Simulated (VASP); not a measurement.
Here is the system:

```xyz
1
Lattice="-1.7243 1.7243 1.7243 1.7243 -1.7243 1.7243 1.7243 1.7243 -1.7243" Properties=species:S:1:pos:R:3 pbc="T T T"
Li     0.0000     0.0000     0.0000
```

Calculation: AM05 GGA, VASP's PBE PAW potentials (set 64) (plane waves; VASP). Settings: 520 eV cut-off, Gaussian smearing of 0.050 eV, potentials Li_sv.

Question: Give the energies of bands 2 to 4 at the high-symmetry points, in eV from the Fermi level.

Answer: 
| band | Γ | H | N | P |
|---|---|---|---|---|
| 2 | -3.56 | 5.45 | 0.21 | 3.33 |
| 3 | 14.45 | 5.45 | 3.21 | 3.33 |
| 4 | 14.45 | 5.45 | 10.26 | 3.33 |

It has no gap at this level: it comes out as a metal or semimetal.

The compound is Li in the bcc structure. It was relaxed first.
